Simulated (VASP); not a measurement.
Data:

```yaml
crystal:
  lattice:
    - [1.23376, -2.13693, 0.00000]
    - [1.23376, 2.13693, 0.00000]
    - [0.00000, 0.00000, 3.99065]
  atoms:
    - { symbol: Co, position: [0.33333, 0.66667, 0.25000], spin: 1.6 }
    - { symbol: Co, position: [0.66667, 0.33333, 0.75000], spin: 1.6 }
```

The numbers are results of TPSS meta-GGA, VASP's PBE PAW potentials (set 64) (plane waves; VASP), not measurements. Settings: 520 eV cut-off, 19×19×10 Γ-centred mesh, tetrahedra with Blöchl corrections, potentials Co.

Q: Give the spin-up energies of bands 1 to 12 at the high-symmetry points, in eV from the Fermi level.

A: 
```json
[
 {"band": "1", "Γ": "-9.16", "M": "-5.00", "K": "-4.55", "A": "-6.88", "L": "-5.23", "H": "-4.04"},
 {"band": "2", "Γ": "-5.36", "M": "-4.94", "K": "-4.10", "A": "-6.88", "L": "-5.23", "H": "-4.04"},
 {"band": "3", "Γ": "-2.74", "M": "-4.71", "K": "-4.10", "A": "-3.06", "L": "-3.95", "H": "-3.92"},
 {"band": "4", "Γ": "-2.73", "M": "-2.90", "K": "-3.84", "A": "-3.06", "L": "-3.95", "H": "-3.92"},
 {"band": "5", "Γ": "-2.73", "M": "-2.65", "K": "-3.00", "A": "-2.80", "L": "-1.90", "H": "-3.08"},
 {"band": "6", "Γ": "-2.39", "M": "-2.65", "K": "-3.00", "A": "-2.80", "L": "-1.90", "H": "-3.08"},
 {"band": "7", "Γ": "-2.39", "M": "-2.29", "K": "-2.02", "A": "-2.80", "L": "-1.12", "H": "-1.99"},
 {"band": "8", "Γ": "-2.04", "M": "-0.73", "K": "-0.98", "A": "-2.80", "L": "-1.12", "H": "-1.99"},
 {"band": "9", "Γ": "-2.04", "M": "-0.64", "K": "-0.98", "A": "-1.20", "L": "-0.64", "H": "-0.81"},
 {"band": "10", "Γ": "-0.88", "M": "-0.58", "K": "-0.87", "A": "-1.20", "L": "-0.64", "H": "-0.81"},
 {"band": "11", "Γ": "-0.88", "M": "1.32", "K": "4.53", "A": "-1.20", "L": "1.59", "H": "5.84"},
 {"band": "12", "Γ": "-0.17", "M": "3.43", "K": "5.46", "A": "-1.20", "L": "1.59", "H": "5.84"}
]
```

Q: Give the spin-down energies of bands 1 to 12 at the high-symmetry points, in eV from the Fermi level.

A: 
```tsv
band	Γ	M	K	A	L	H
1	-9.13	-4.02	-3.17	-6.77	-4.16	-2.74
2	-4.37	-3.75	-2.98	-6.77	-4.16	-2.74
3	-1.03	-3.43	-2.98	-1.62	-2.50	-2.64
4	-1.01	-1.95	-2.81	-1.62	-2.50	-2.64
5	-1.01	-1.18	-1.44	-1.08	-0.07	-1.82
6	-0.62	-1.09	-1.44	-1.08	-0.07	-1.82
7	-0.62	-0.65	-0.34	-1.08	0.24	-0.20
8	-0.21	1.24	0.95	-1.08	0.24	-0.20
9	-0.18	1.38	0.95	0.75	1.34	1.13
10	-0.18	1.41	1.12	0.75	1.34	1.13
11	1.10	2.63	5.38	0.75	2.27	6.51
12	1.10	4.46	6.27	0.75	2.27	6.51
```

It has no gap at this level: it comes out as a metal or semimetal.

The compound is Co in the hcp structure. It was relaxed first, which changed the volume by -5 %.
